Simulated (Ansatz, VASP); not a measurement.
**Be2Sn in two plane-wave programs**

Aim: how closely do two programs agree when they are given the same cell, functional and k mesh? The cell is generated by rule, not measured, and may not be a known phase. The cell is taken from a series of runs on this material, whose earlier steps may have relaxed, scaled, displaced or heated it; both programs get it as it stands.

Method: plane waves, with VASP 6.6.1 beside it; zone-centre phonons at PBEsol, in Ansatz 0.2.0.

The structure was built from a prototype and need not be the compound's stable phase.

## 1. Starting point

Symmetry: Cmcm, No. 63, orthorhombic system. Conventional cell: a = 5.972 Å, b = 6.055 Å, c = 5.092 Å, α = 90.00°, β = 90.00°, γ = 90.00°. Sn has 8 Be at 2.53 to 2.54 Å nearest. Nearest to Be lie 3 Be at 2.23 to 2.55 Å and 4 Sn at 2.53 to 2.54 Å. Farther neighbours are not listed.

## 2. Ansatz: zone-centre phonons, PBEsol

Ansatz runs on its default PAW (the set named soft_2) files.

Second derivatives magnify differences that forces hide, and they need a tight electronic threshold.

The input, input.yaml:

```yaml
crystal:
  lattice:
    - [2.9861052431, -3.0275582683, 0.0]
    - [2.9861052431, 3.0275582683, 0.0]
    - [0.0, 0.0, 5.0921605549]
  atoms:
    - { symbol: Sn, position: [0.3115337405, 0.6884662595, 0.25] }
    - { symbol: Sn, position: [0.6884662595, 0.3115337405, 0.75] }
    - { symbol: Be, position: [0.1863432325, 0.1863432325, 0.5] }
    - { symbol: Be, position: [0.8136567675, 0.8136567675, 0.0] }
    - { symbol: Be, position: [0.1863432325, 0.1863432325, 0.0] }
    - { symbol: Be, position: [0.8136567675, 0.8136567675, 0.5] }
kpoints:
  mp_grid: { grid: [8, 8, 6] }
hamiltonian:
  xc: pbesol
scf:
  occupations: { method: methfessel_paxton, width: 0.15 }
output:
  eigenvalues: true
phonons:
  method: dfpt
```

Command:

```sh
> ansatz run input.yaml --threads 4 --pin off --max-ram 7168MiB --backend cpu --events-out ev --progress --plain --runs-dir out
```

Numbers of over 12 decimals in the logs are rounded to 6 here.

The log of the run:

```text
Engine: ansatz 0.2.0, aarch64-unknown-linux-gnu
Pseudopotentials: kind: paw
Pseudopotential: Sn, paw, valence charge 14, recommended cutoff 420 eV (normal), Sn.paw.azcp
Pseudopotential: Be, paw, valence charge 2, recommended cutoff 420 eV (normal), Be.paw.azcp
Functional definition: PBEsol
  exchange = pbesol_x
  correlation = pbesol_c
Crystal: 6 atoms, lattice volume = 92.072 Å³
Basis set: ecut = 420 eV, 1771 PW (Γ), exchange–correlation on 60×60×72 points (8 copies of the dense FFT grid, shifted against one another)
Bands: 24, of which v1, the nominal top of the filled ones, is band 18 counted from 1 (17 counted from 0)
Symmetry: 8 space group operations
k-points: 196 of 384 (irreducible under 1 space group operation, time reversal used)
Non-local potential: Sn, projectors of the file, l = 0: 2, l = 1: 2, l = 2: 2, l = 3: 2
Non-local potential: Be, projectors of the file, l = 0: 2, l = 1: 2, l = 2: 1
PAW form: soft (Blöchl's): semilocal exchange-correlation on the pseudo side does not see the compensation charge
PAW frozen core: Sn, regenerated for the run's functional, and the local potential with it (the file was generated under x = pbe(κ = 0.804, μ = 0.219515), c = pbe(β = 0.066725))
PAW frozen core: Be, regenerated for the run's functional, and the local potential with it (the file was generated under x = pbe(κ = 0.804, μ = 0.219515), c = pbe(β = 0.066725))
PAW one-centre angular grid: Sn, 590 points (default); XC on 64 Gauss nodes
PAW one-centre angular grid: Be, 110 points (default); XC on 64 Gauss nodes
Initial density: superposition of atomic densities (neutral atoms: chi_scale 0, normalization atom), corrected by the library's trained network
Initial wavefunctions: pseudopotential atomic-orbital guess
Functional: x = pbesol(κ = 0.804, μ = 0.123457), c = pbesol(β = 0.046)
SCF iter   1: F=—  HF=-12258.288238 eV  |F-HF|=—  |Δ(HF+E_count)|=         —  Δρ=4.14e-3  dr2=3.00e-2  ethr=1.77e-3  ⟨swp⟩=8.0  Hψ=27483  notcnv=0
preconditioner: auto → Resta (q_TF=auto, 2.333 Å⁻¹)  ε∞=2.9  [insulator: Δε(μ)=0.181 eV  Ē_g=16.769 eV  σ=0.150 eV  W_gap=0.78  n_scr=18 (ndim 8)  ℏωp=23.2 eV  f_vac=0.000  D(μ)=0.41/eV (n_scr^D=0)  ε∞_Penn≈2.9]
SCF iter   2: F=—  HF=-12258.276682 eV  |F-HF|=—  |Δ(HF+E_count)|=   1.16e-2  S|Δr|=    0.00e0  Δρ=2.24e-3  dr2=5.53e-3  ethr=8.33e-5  ⟨swp⟩=1.0  Hψ=6277  notcnv=0
SCF iter   3: F=—  HF=-12258.275002 eV  |F-HF|=—  |Δ(HF+E_count)|=   1.68e-3  S|Δr|=    0.00e0  Δρ=6.74e-4  dr2=4.57e-4  ethr=1.54e-5  ⟨swp⟩=2.0  Hψ=7973  notcnv=0
SCF iter   4: F=—  HF=-12258.274834 eV  |F-HF|=—  |Δ(HF+E_count)|=   1.67e-4  S|Δr|=    0.00e0  Δρ=2.54e-4  dr2=6.48e-5  ethr=1.27e-6  ⟨swp⟩=2.1  Hψ=7945  notcnv=0
SCF iter   5: F=—  HF=-12258.274834 eV  |F-HF|=—  |Δ(HF+E_count)|=   5.30e-7  S|Δr|=    0.00e0  Δρ=7.64e-5  dr2=5.24e-6  ethr=1.80e-7  ⟨swp⟩=2.0  Hψ=7942  notcnv=0
SCF iter   6: F=—  HF=-12258.274834 eV  |F-HF|=—  |Δ(HF+E_count)|=   1.60e-7  S|Δr|=    0.00e0  Δρ=1.24e-5  dr2=1.43e-7  ethr=1.46e-8  ⟨swp⟩=2.0  Hψ=7918  notcnv=0
SCF iter   7: F=—  HF=-12258.274833 eV  |F-HF|=—  |Δ(HF+E_count)|=   9.31e-7  S|Δr|=    0.00e0  Δρ=1.69e-6  dr2=1.89e-9  ethr=3.97e-10  ⟨swp⟩=2.0  Hψ=7445  notcnv=0
SCF iter   8: F=—  HF=-12258.274833 eV  |F-HF|=—  |Δ(HF+E_count)|=  1.33e-10  S|Δr|=    0.00e0  Δρ=3.98e-7  dr2=1.13e-10  ethr=5.25e-12  ⟨swp⟩=2.0  Hψ=7998  notcnv=0
SCF iter   9: F=—  HF=-12258.274833 eV  |F-HF|=—  |Δ(HF+E_count)|=  6.55e-11  S|Δr|=    0.00e0  Δρ=1.23e-7  dr2=1.11e-11  ethr=1.00e-12  ⟨swp⟩=10.1  Hψ=25791  notcnv=0
SCF iter  10: F=-12258.274833 eV  HF=-12258.274833 eV  |F-HF|=0.00e0  |Δ(HF+E_count)|=  3.64e-12  S|Δr|=    0.00e0  Δρ=7.53e-9  dr2=5.25e-14  ethr=1.00e-12  ⟨swp⟩=5.2  Hψ=17935  notcnv=0
SCF 1 converged in 10 iterations: F = -12258.274833 eV  dr2 = 5.25e-14
  greatest PAW one-centre occupation: 0.990 electrons in one spin orbital (limit 2), on the Sn atom at site 1 (counted from 0), in its partial waves of l = 2
DFPT response loops at Γ: preconditioner auto → Kerker (q_TF=auto, 2.333 Å⁻¹) (partly filled bands, converged f_vac=0.000); β = 1.00, the filter's whole step (`scf.mixing.beta` (0.50) is not read by the response loops under this deck's `scf.mixing.preconditioner`; to damp them name `kerker` or `kerker_dos`, under which they read `scf.mixing.beta`, and type it under 1.00, their step now; both keys bind the ground state too); Broyden in place of MSR1
SCF converged after 10 iterations
Stability not checked: this state was not tested for a lower state beside it, because cold or Methfessel-Paxton smearing, or corrected tetrahedra, fill the levels in a way that the test cannot read (fill_not_monotonic; see scf.lower_state_search)
Free energy (F): -12258.274833 eV
Harris-Foulkes:  -12258.274833 eV  (|F-HF|=0.00e0)
Internal energy: -12258.276583 eV  (E = F + TS)
E sigma→0 (E₀):  -12258.275270 eV
Entropy (-TS):   0.001750 eV (0.292 meV/atom)
Fermi energy:    9.055351 eV
--- Per-component energies (eV) ---
  E_band       = -177.174785
  E_kinetic    = 453.343803
  E_local      = -2106.298614  (includes V_loc(G=0)·N_el)
  E_nonlocal   = -42.014516
  E_hartree    = 1257.465141
  E_xc         = -833.424309
  E_vxc        = -273.256632  (∫ρ·V_xc dr)
  E_paw        = -8364.387869  (= ΣΔE_a)
  E_vpaw       = -723.879100  (= ΣTr[D̂ρ^β])
  E_aug_tail   = -0.000003  (compensation charges beyond the density's cutoff)
  E_ewald      = -2623.568020
  E_core_change = 0.607805  (= ΣΔE_core)
  E_smearing   = 0.001750  (= −TS)
  E_closure    = -0.000000  (closes the sum)
  Σ components = -12258.274833   (vs F -12258.274833, Δ=0.00e0)
--- Band table (eV; the first three rows and the last of 196) ---
  k-point 0: bands = [... 14 lower, 5.7149, 7.0471, 8.0471, 9.8306, 10.0634, 10.2720, 11.0225, 11.3806, ... 2 higher]
  k-point 1: bands = [... 14 lower, 5.8632, 7.1021, 8.3174, 8.7632, 9.5274, 10.0090, 10.1726, 11.5727, ... 2 higher]
  k-point 2: bands = [... 14 lower, 6.2871, 7.1708, 7.4338, 8.8310, 8.8999, 8.9675, 9.3813, 12.6938, ... 2 higher]
  k-point 195: bands = [... 14 lower, 4.0029, 4.0029, 4.8871, 4.8871, 13.1945, 13.1945, 13.9226, 13.9226, ... 2 higher]
--- Phonons (Γ-DFPT): 6 representative perturbations + reference, on 196 of 384 k-points (Σ response iterations 18) ---
  k mesh reduced under 1 symmetry operation, with k and −k counted as one. Each operation leaves every solved perturbation unchanged. A smaller set is not used because it would not reduce the number of displacements times k-points to solve
  ASR residual: 8.713e-5 → 0.000e0 eV/Å²; symmetrization residual: 3.335e-6 eV/Å²
  ASR residual per site (eV/Å²): 6.33e-6 6.33e-6 8.71e-5 8.71e-5 8.71e-5 8.71e-5
  Γ frequencies (cm⁻¹): -46.99 0.00 0.00 0.00 120.86 130.73 207.21 272.78 305.75 330.21 354.85 366.78 373.32 374.32 388.47 470.86 509.40 521.66
  non-analytic LO–TO correction: not included (Born effective charges unavailable; polar crystals: no LO–TO splitting at Γ)
```

## 3. VASP: zone-centre phonons, PBEsol

The same cell, functional, mesh and smearing now go to VASP, with its own data sets.

Lines of VASP's logs that name or quote its potential files are left out, and so is its time.

The input, INCAR:

```
SYSTEM = Be2Sn
PREC = Accurate
ENCUT = 600
EDIFF = 1E-08
NELM = 120
ISMEAR = 1
SIGMA = 0.15
LREAL = .FALSE.
ALGO = Normal
GGA = PS
NBANDS = 24
LORBIT = 11
LWAVE = .FALSE.
LCHARG = .FALSE.
ISIF = 2
IBRION = 8
LASPH = .TRUE.
GGA_COMPAT = .FALSE.
KPAR = 2
```

The input, POSCAR:

```
Be2Sn
1.0
    2.9861052431     -3.0275582683      0.0000000000
    2.9861052431      3.0275582683      0.0000000000
    0.0000000000      0.0000000000      5.0921605549
Sn Be
2 4
Direct
    0.3115337405      0.6884662595      0.2500000000
    0.6884662595      0.3115337405      0.7500000000
    0.1863432325      0.1863432325      0.5000000000
    0.8136567675      0.8136567675      0.0000000000
    0.1863432325      0.1863432325      0.0000000000
    0.8136567675      0.8136567675      0.5000000000
```

The input, KPOINTS:

```
Automatic mesh
0
Gamma
8 8 6
0 0 0
```

Potentials, in the order of the species: Sn_d and Be (PBE family, release 64).

Command:

```sh
> mpirun -np 2 vasp_std
```

The log of the run:

```text
[banner, memory and clock lines left out]
running    2 mpi-ranks, on    1 nodes
 distrk:  each k-point on    1 cores,    2 groups
 distr:  one band on    1 cores,    1 groups

 POSCAR found type information on POSCAR SnBe
 POSCAR found :  2 types and       6 ions
|                                                                             |
|               ----> ADVICE to this user running VASP <----                  |
|                                                                             |
|     You enforced a specific xc type in the INCAR file but a different       |
|     [... a line on the potential file left out ...]
|     I HOPE YOU KNOW WHAT YOU ARE DOING!                                     |
|                                                                             |

 LDA part: xc-table for (Slater+PW92), standard interpolation
 POSCAR, INCAR and KPOINTS ok, starting setup
 FFT: planning ... GRIDC
 FFT: planning ... GRID_SOFT
 FFT: planning ... GRID
 WAVECAR not read
 entering main loop
       N       E                     dE             d eps       ncg     rms          rms(c)
DAV:   1     0.275306480361E+03    0.27531E+03   -0.19030E+04  4072   0.214E+03
DAV:   2     0.767064436198E+01   -0.26764E+03   -0.26283E+03  4072   0.496E+02
DAV:   3    -0.213709628987E+02   -0.29042E+02   -0.28716E+02  5104   0.149E+02
DAV:   4    -0.222427082504E+02   -0.87175E+00   -0.87135E+00  4928   0.291E+01
DAV:   5    -0.222685538532E+02   -0.25846E-01   -0.25845E-01  5968   0.497E+00    0.508E+00
DAV:   6    -0.219168488765E+02    0.35170E+00   -0.59661E-01  5608   0.741E+00    0.280E+00
DAV:   7    -0.218447601350E+02    0.72089E-01   -0.23661E-01  5168   0.365E+00    0.663E-01
DAV:   8    -0.218377808952E+02    0.69792E-02   -0.38688E-02  4808   0.168E+00    0.117E-01
DAV:   9    -0.218376563266E+02    0.12457E-03   -0.33850E-03  5128   0.572E-01    0.735E-02
DAV:  10    -0.218376664544E+02   -0.10128E-04   -0.45673E-04  5752   0.197E-01    0.141E-02
DAV:  11    -0.218376702187E+02   -0.37642E-05   -0.31676E-05  5656   0.414E-02    0.517E-03
DAV:  12    -0.218376695737E+02    0.64502E-06   -0.20694E-06  5432   0.111E-02    0.158E-03
DAV:  13    -0.218376694181E+02    0.15559E-06   -0.18025E-07  5040   0.322E-03    0.391E-04
DAV:  14    -0.218376694269E+02   -0.88676E-08   -0.76701E-09  3576   0.753E-04
   1 F= -.21837669E+02 E0= -.21838248E+02  d E =0.173652E-02
 Linear response reoptimize wavefunctions to high precision
DAV:   1    -0.218376694235E+02    0.33874E-08   -0.21203E-09  3576   0.407E-04
DAV:   2    -0.218376694236E+02   -0.73669E-10   -0.46641E-10  3000   0.222E-04
 Linear response DOF=           6
 Linear response progress:
  Degree of freedom:   1/  6
       N       E                     dE             d eps       ncg     rms          rms(c)
RMM:   1    -0.215735927849E+00   -0.21574E+00    0.67182E-01  8079   0.107E+01
RMM:   2    -0.222717042935E+00   -0.69811E-02   -0.13846E-02 11612   0.866E-01    0.805E-02
RMM:   3    -0.223034533511E+00   -0.31749E-03   -0.12330E-03 12386   0.255E-01    0.428E-02
RMM:   4    -0.223214762650E+00   -0.18023E-03   -0.13345E-04 12571   0.882E-02    0.118E-02
RMM:   5    -0.223258141653E+00   -0.43379E-04   -0.22878E-05 12832   0.319E-02    0.423E-03
RMM:   6    -0.223222134791E+00    0.36007E-04   -0.41853E-06 12820   0.114E-02    0.157E-03
RMM:   7    -0.223214788845E+00    0.73459E-05   -0.63435E-07 12980   0.429E-03    0.766E-04
RMM:   8    -0.223206894049E+00    0.78948E-05   -0.23099E-07 13060   0.171E-03    0.147E-04
RMM:   9    -0.223208515881E+00   -0.16218E-05    0.51280E-07 12977   0.837E-04    0.114E-04
RMM:  10    -0.223206726878E+00    0.17890E-05   -0.15297E-08 12552   0.383E-04    0.276E-05
RMM:  11    -0.223206346678E+00    0.38020E-06    0.21955E-07 13692   0.203E-04    0.120E-05
RMM:  12    -0.223206135537E+00    0.21114E-06    0.10472E-07 13581   0.106E-04    0.610E-06
RMM:  13    -0.223206067732E+00    0.67805E-07    0.65521E-08 14072   0.579E-05    0.145E-06
RMM:  14    -0.223206087973E+00   -0.20241E-07    0.34962E-08 15671   0.369E-05    0.163E-06
RMM:  15    -0.223206056302E+00    0.31671E-07    0.34097E-08 15407   0.284E-05    0.193E-07
RMM:  16    -0.223206058406E+00   -0.21038E-08    0.23653E-08 14355   0.238E-05    0.282E-07
 first order change of Fermi-energy  -0.11485E-03
 force on displaced ion       1 direction 1 :  -8.949   0.001   0.000
 Linear response progress:
  Degree of freedom:   2/  6
       N       E                     dE             d eps       ncg     rms          rms(c)
RMM:   1    -0.216394760606E+00   -0.21639E+00    0.62072E-01  5041   0.104E+01
RMM:   2    -0.222448765093E+00   -0.60540E-02   -0.15437E-02  7249   0.960E-01    0.777E-02
RMM:   3    -0.222887474487E+00   -0.43871E-03   -0.10572E-03  7644   0.265E-01    0.410E-02
RMM:   4    -0.223100820889E+00   -0.21335E-03   -0.23330E-04  7717   0.926E-02    0.121E-02
RMM:   5    -0.223163190128E+00   -0.62369E-04   -0.11476E-04  7833   0.325E-02    0.350E-03
RMM:   6    -0.223143530416E+00    0.19660E-04   -0.11523E-04  7748   0.121E-02    0.156E-03
RMM:   7    -0.223124741478E+00    0.18789E-04   -0.35402E-05  7973   0.484E-03    0.656E-04
RMM:   8    -0.223117734775E+00    0.70067E-05   -0.30653E-05  7781   0.212E-03    0.137E-04
RMM:   9    -0.223115442752E+00    0.22920E-05   -0.14188E-05  8361   0.961E-04    0.817E-05
[...]
RMM:  13    -0.223112808202E+00    0.90043E-07   -0.13414E-06  8502   0.835E-05    0.460E-06
RMM:  14    -0.223112733146E+00    0.75056E-07   -0.96908E-07  8405   0.545E-05    0.306E-06
RMM:  15    -0.223112628218E+00    0.10493E-06   -0.50609E-07  8246   0.408E-05    0.864E-07
RMM:  16    -0.223112636390E+00   -0.81724E-08   -0.36883E-07  8221   0.319E-05    0.129E-06
RMM:  17    -0.223112603535E+00    0.32855E-07   -0.18894E-07  7965   0.276E-05    0.451E-07
RMM:  18    -0.223112593525E+00    0.10010E-07   -0.13231E-07  7553   0.253E-05    0.288E-07
RMM:  19    -0.223112581401E+00    0.12125E-07   -0.50050E-08  7123   0.241E-05    0.630E-08
 first order change of Fermi-energy  -0.96420E-01
 force on displaced ion       1 direction 2 :   0.000  -8.960   0.000
 Linear response progress:
  Degree of freedom:   3/  6
       N       E                     dE             d eps       ncg     rms          rms(c)
RMM:   1    -0.218899754457E+00   -0.21890E+00    0.92064E-01  6812   0.119E+01
RMM:   2    -0.225349675325E+00   -0.64499E-02   -0.15673E-02  9884   0.916E-01    0.732E-02
RMM:   3    -0.225594533485E+00   -0.24486E-03   -0.15366E-03 10183   0.263E-01    0.349E-02
RMM:   4    -0.225666860647E+00   -0.72327E-04   -0.15960E-04 10765   0.825E-02    0.170E-02
RMM:   5    -0.225727704909E+00   -0.60844E-04   -0.99793E-06 10617   0.298E-02    0.348E-03
RMM:   6    -0.225723807083E+00    0.38978E-05    0.67922E-06 10726   0.939E-03    0.214E-03
RMM:   7    -0.225711762274E+00    0.12045E-04    0.14799E-05 10716   0.359E-03    0.298E-04
RMM:   8    -0.225710813965E+00    0.94831E-06    0.19442E-06 11045   0.130E-03    0.153E-04
RMM:   9    -0.225708062767E+00    0.27512E-05    0.38704E-06 10955   0.523E-04    0.480E-05
RMM:  10    -0.225708486883E+00   -0.42412E-06    0.23683E-06 11441   0.252E-04    0.243E-05
RMM:  11    -0.225708102489E+00    0.38439E-06    0.91818E-07 10849   0.129E-04    0.124E-05
RMM:  12    -0.225708186845E+00   -0.84355E-07    0.65648E-07 11540   0.733E-05    0.573E-06
RMM:  13    -0.225708176051E+00    0.10793E-07    0.46574E-07 11359   0.443E-05    0.225E-06
RMM:  14    -0.225708126027E+00    0.50025E-07    0.39849E-07 12264   0.316E-05    0.410E-07
RMM:  15    -0.225708145018E+00   -0.18991E-07    0.16687E-07 12454   0.251E-05    0.284E-07
RMM:  16    -0.225708129648E+00    0.15371E-07    0.18203E-07 11969   0.222E-05    0.131E-07
RMM:  17    -0.225708137562E+00   -0.79144E-08    0.12198E-07 10137   0.207E-05    0.896E-08
 first order change of Fermi-energy   0.59577E-04
 force on displaced ion       1 direction 3 :  -0.000  -0.002  -6.873
 Linear response progress:
  Degree of freedom:   4/  6
       N       E                     dE             d eps       ncg     rms          rms(c)
RMM:   1    -0.117932181567E-01   -0.11793E-01   -0.61297E-03  9614   0.656E-01
RMM:   2    -0.100071187335E-01    0.17861E-02   -0.11107E-03  8879   0.216E-01    0.699E-02
RMM:   3    -0.991061096492E-02    0.96508E-04   -0.25869E-04  8996   0.820E-02    0.317E-02
RMM:   4    -0.100023823687E-01   -0.91771E-04   -0.10602E-04  9959   0.501E-02    0.742E-03
RMM:   5    -0.100186868120E-01   -0.16304E-04   -0.56706E-06  9569   0.137E-02    0.236E-03
RMM:   6    -0.100264930897E-01   -0.78063E-05   -0.44325E-07 10113   0.504E-03    0.898E-04
RMM:   7    -0.100242373180E-01    0.22558E-05   -0.21370E-07 10361   0.200E-03    0.315E-04
RMM:   8    -0.100250235448E-01   -0.78623E-06    0.55435E-08 10588   0.625E-04    0.843E-05
RMM:   9    -0.100249682748E-01    0.55270E-07   -0.39067E-09 11292   0.167E-04    0.259E-05
RMM:  10    -0.100249472205E-01    0.21054E-07   -0.66293E-08 11040   0.462E-05    0.941E-06
RMM:  11    -0.100249442087E-01    0.30118E-08   -0.14222E-09 11236   0.197E-05    0.276E-06
 first order change of Fermi-energy   0.22725E+00
 force on displaced ion       3 direction 1 :  -6.144   0.000   0.000
 Linear response progress:
  Degree of freedom:   5/  6
       N       E                     dE             d eps       ncg     rms          rms(c)
RMM:   1    -0.104166690233E-01   -0.10417E-01   -0.64703E-03 17730   0.643E-01
RMM:   2    -0.888327048413E-02    0.15334E-02   -0.10447E-03 15266   0.232E-01    0.541E-02
RMM:   3    -0.886643410869E-02    0.16836E-04   -0.16728E-04 15702   0.869E-02    0.271E-02
RMM:   4    -0.894452704569E-02   -0.78093E-04   -0.80626E-05 17509   0.474E-02    0.467E-03
RMM:   5    -0.894550960603E-02   -0.98256E-06   -0.17281E-06 16483   0.118E-02    0.195E-03
RMM:   6    -0.894736154451E-02   -0.18519E-05   -0.25557E-07 18276   0.403E-03    0.702E-04
RMM:   7    -0.894635717375E-02    0.10044E-05   -0.58547E-09 18314   0.105E-03    0.216E-04
RMM:   8    -0.894624227065E-02    0.11490E-06   -0.83209E-09 18663   0.298E-04    0.532E-05
RMM:   9    -0.894618358572E-02    0.58685E-07   -0.21176E-08 18501   0.114E-04    0.122E-05
RMM:  10    -0.894618113625E-02    0.24495E-08   -0.19368E-08 19102   0.433E-05    0.502E-06
 first order change of Fermi-energy  -0.69375E-06
 force on displaced ion       3 direction 2 :   0.001  -3.511  -1.120
 Linear response progress:
  Degree of freedom:   6/  6
       N       E                     dE             d eps       ncg     rms          rms(c)
RMM:   1    -0.113777941114E-01   -0.11378E-01   -0.24141E-03 19962   0.745E-01
RMM:   2    -0.938908985358E-02    0.19887E-02   -0.28409E-03 15305   0.408E-01    0.508E-02
RMM:   3    -0.928442998550E-02    0.10466E-03   -0.55757E-04 15742   0.166E-01    0.257E-02
RMM:   4    -0.933383786145E-02   -0.49408E-04   -0.22689E-04 15957   0.685E-02    0.509E-03
RMM:   5    -0.933515575203E-02   -0.13179E-05   -0.85602E-05 16856   0.273E-02    0.249E-03
RMM:   6    -0.933209405929E-02    0.30617E-05   -0.40335E-05 17073   0.117E-02    0.112E-03
RMM:   7    -0.932993293920E-02    0.21611E-05   -0.26730E-05 16850   0.663E-03    0.249E-04
RMM:   8    -0.932820756773E-02    0.17254E-05   -0.71126E-06 17596   0.275E-03    0.186E-04
RMM:   9    -0.932768348656E-02    0.52408E-06   -0.26895E-06 19069   0.117E-03    0.112E-04
RMM:  10    -0.932745803847E-02    0.22545E-06   -0.50845E-07 18113   0.437E-04    0.233E-05
RMM:  11    -0.932741081324E-02    0.47225E-07   -0.23218E-07 17345   0.185E-04    0.164E-05
RMM:  12    -0.932738134347E-02    0.29470E-07    0.65831E-08 19173   0.736E-05    0.341E-06
RMM:  13    -0.932738691192E-02   -0.55685E-08   -0.55447E-09 19004   0.246E-05    0.151E-06
 first order change of Fermi-energy   0.44060E-05
 force on displaced ion       3 direction 3 :   0.002  -1.121  -4.341
 Linear response finished
```

(Part 1 of 2 ends here.)

[Lines on the potential files, build, host, timing and source positions are cut from VASP's logs without a mark.]

[Logs are printed without paths, hosts, clocks, repeated set-up lines and the standing remarks that a program may print on its own settings, such as how far it seeks lower states.]

[Hosts, paths, dates, database ids (printed as entryN), source tags and the programs' standing remarks are cut or masked in the printed files.]
